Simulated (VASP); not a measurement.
An input for Quantum ESPRESSO's pw.x (written as the equivalent of a VASP run, and not itself run):

```
&CONTROL
  calculation = 'vc-relax'
  pseudo_dir = './pseudo'
  outdir = './out'
  tprnfor = .true.
  tstress = .true.
  nstep = 30
  forc_conv_thr = 0.00039
/
&SYSTEM
  ibrav = 0
  nat = 4
  ntyp = 2
  ecutwfc = 84
  occupations = 'smearing'
  smearing = 'gaussian'
  degauss = 0.003675
  input_dft = 'pbe'
/
&ELECTRONS
  conv_thr = 7.3e-09
  electron_maxstep = 100
/
&IONS
/
&CELL
  cell_dofree = 'shape'
/
ATOMIC_SPECIES
  Pb 207.200 Pb.upf
  O 15.999 O.upf
CELL_PARAMETERS angstrom
     3.9738439    0.0000000    0.0000000
     0.0000000    3.9738439    0.0000000
     0.0000000    0.0000000    5.3407787
ATOMIC_POSITIONS crystal
  Pb   0.5000000  0.0000000  0.7814730
  Pb   1.0000000  0.5000000  0.2185270
  O    0.5000000  0.5000000  0.0000000
  O    0.0000000  0.0000000  0.0000000
K_POINTS automatic
  6 6 4 0 0 0
```

### Question
Translate this input to VASP (INCAR, KPOINTS, POSCAR, choice of POTCAR).

### Answer
One answer among several that fit: 
KPOINTS:
```
Automatic mesh
0
Gamma
6 6 4
0 0 0
```

INCAR:
```
ALGO = Normal
EDIFF = 1E-7
EDIFFG = -0.01
ENCUT = 520
GGA = PE
IBRION = 2
ISIF = 4
ISMEAR = 0
LASPH = .TRUE.
LCHARG = .FALSE.
LMAXMIX = 4
LREAL = .FALSE.
LWAVE = .FALSE.
NELM = 100
NSW = 30
PREC = Accurate
SIGMA = 0.05
SYSTEM = PbO
```

### POSCAR
```
PbO
1.0
  3.9738439306   0.0000000000   0.0000000000
  0.0000000000   3.9738439306   0.0000000000
  0.0000000000   0.0000000000   5.3407787215
Pb O
2 2
Cart
  1.9869219653   0.0000000000   4.1736741765
  3.9738439306   1.9869219653   1.1671045450
  1.9869219653   1.9869219653   0.0000000000
  0.0000000000   0.0000000000   0.0000000000
```

POTCAR, in this order: Pb_d O (PBE.64 set). Program: vasp_std.

The two are equivalent in intent, not identical: the potentials are each code's own (VASP's PAW set, PseudoDojo norm-conserving files in pw.x), so ENCUT and ecutwfc are chosen apart and not converted; conv_thr bounds pw.x's estimated SCF error, while EDIFF bounds the energy change between steps; forc_conv_thr acts on force components and is met together with etot_conv_thr.

The compound is PbO in the litharge structure. This cell is one point of a volume scan, at 0.94 of the reference volume. Symmetry was kept, so distortions that lower it aren't found.
